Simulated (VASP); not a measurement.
Input:

```
LiCl
1.0
    0.00000     2.57000     2.57000
    2.57000     0.00000     2.57000
    2.57000     2.57000     0.00000
Li Cl
1 1
Direct
  0.00000   0.00000   0.00000
  0.50000   0.50000   0.50000
```

Level of theory: G0W0 on PBE orbitals, VASP's PBE PAW potentials (set 64) (plane waves; VASP 6.6.1). Settings: PREC = Normal, 500 eV cut-off, 4×4×4 Γ-centred mesh, Gaussian smearing of 0.010 eV, potentials Li_sv_GW Cl_GW.

The mesh is coarse and the basis finite, so the quasiparticle values are not converged.

NBANDS = 64, ENCUTGW = 150 eV, NOMEGA = 64. The PBE levels (eV) that the step starts from are:

| state | KS energy | filling |
|---|---|---|
| k1 (0.00, 0.00, 0.00), band 2 | -13.32 | 2 |
| k1 (0.00, 0.00, 0.00), band 3 | 0.06 | 2 |
| k1 (0.00, 0.00, 0.00), band 4 | 0.06 | 2 |
| k1 (0.00, 0.00, 0.00), band 5 | 0.06 | 2 |
| k1 (0.00, 0.00, 0.00), band 6 | 6.35 | 0 |
| k1 (0.00, 0.00, 0.00), band 7 | 11.85 | 0 |
| k1 (0.00, 0.00, 0.00), band 8 | 11.85 | 0 |
| k1 (0.00, 0.00, 0.00), band 9 | 11.85 | 0 |
| k3 (0.50, 0.00, 0.00), band 2 | -12.76 | 2 |
| k3 (0.50, 0.00, 0.00), band 3 | -2.73 | 2 |
| k3 (0.50, 0.00, 0.00), band 4 | -0.19 | 2 |
| k3 (0.50, 0.00, 0.00), band 5 | -0.19 | 2 |
| k3 (0.50, 0.00, 0.00), band 6 | 6.79 | 0 |
| k3 (0.50, 0.00, 0.00), band 7 | 9.49 | 0 |
| k3 (0.50, 0.00, 0.00), band 8 | 9.49 | 0 |
| k3 (0.50, 0.00, 0.00), band 9 | 12.96 | 0 |
| k5 (0.50, 0.25, 0.00), band 2 | -12.64 | 2 |
| k5 (0.50, 0.25, 0.00), band 3 | -2.40 | 2 |
| k5 (0.50, 0.25, 0.00), band 4 | -1.22 | 2 |
| k5 (0.50, 0.25, 0.00), band 5 | -0.64 | 2 |
| k5 (0.50, 0.25, 0.00), band 6 | 8.18 | 0 |
| k5 (0.50, 0.25, 0.00), band 7 | 9.59 | 0 |
| k5 (0.50, 0.25, 0.00), band 8 | 10.91 | 0 |
| k5 (0.50, 0.25, 0.00), band 9 | 11.24 | 0 |

Problem. Give the quasiparticle energies and renormalisation factors Z.

Solution. 
| state | QP energy (eV) | Z |
|---|---|---|
| k1 (0.00, 0.00, 0.00), band 2 | -14.70 | 0.76 |
| k1 (0.00, 0.00, 0.00), band 3 | -1.48 | 0.80 |
| k1 (0.00, 0.00, 0.00), band 4 | -1.48 | 0.80 |
| k1 (0.00, 0.00, 0.00), band 5 | -1.48 | 0.80 |
| k1 (0.00, 0.00, 0.00), band 6 | 7.23 | 0.83 |
| k1 (0.00, 0.00, 0.00), band 7 | 13.19 | 0.82 |
| k1 (0.00, 0.00, 0.00), band 8 | 13.19 | 0.82 |
| k1 (0.00, 0.00, 0.00), band 9 | 13.19 | 0.82 |
| k3 (0.50, 0.00, 0.00), band 2 | -13.96 | 0.74 |
| k3 (0.50, 0.00, 0.00), band 3 | -4.68 | 0.78 |
| k3 (0.50, 0.00, 0.00), band 4 | -1.78 | 0.79 |
| k3 (0.50, 0.00, 0.00), band 5 | -1.78 | 0.79 |
| k3 (0.50, 0.00, 0.00), band 6 | 7.73 | 0.84 |
| k3 (0.50, 0.00, 0.00), band 7 | 10.77 | 0.83 |
| k3 (0.50, 0.00, 0.00), band 8 | 10.77 | 0.83 |
| k3 (0.50, 0.00, 0.00), band 9 | 14.23 | 0.79 |
| k5 (0.50, 0.25, 0.00), band 2 | -13.82 | 0.74 |
| k5 (0.50, 0.25, 0.00), band 3 | -4.29 | 0.78 |
| k5 (0.50, 0.25, 0.00), band 4 | -2.94 | 0.79 |
| k5 (0.50, 0.25, 0.00), band 5 | -2.29 | 0.79 |
| k5 (0.50, 0.25, 0.00), band 6 | 9.25 | 0.84 |
| k5 (0.50, 0.25, 0.00), band 7 | 10.83 | 0.82 |
| k5 (0.50, 0.25, 0.00), band 8 | 12.12 | 0.81 |
| k5 (0.50, 0.25, 0.00), band 9 | 12.62 | 0.82 |
On the mesh the gap opens from 6.29 to 8.70 eV.

The compound is LiCl in the rock salt structure. The cell was not relaxed at this level. The k-mesh is coarse (spacing up to 0.53 per Å, 2π included), so the numbers may not be converged in it.
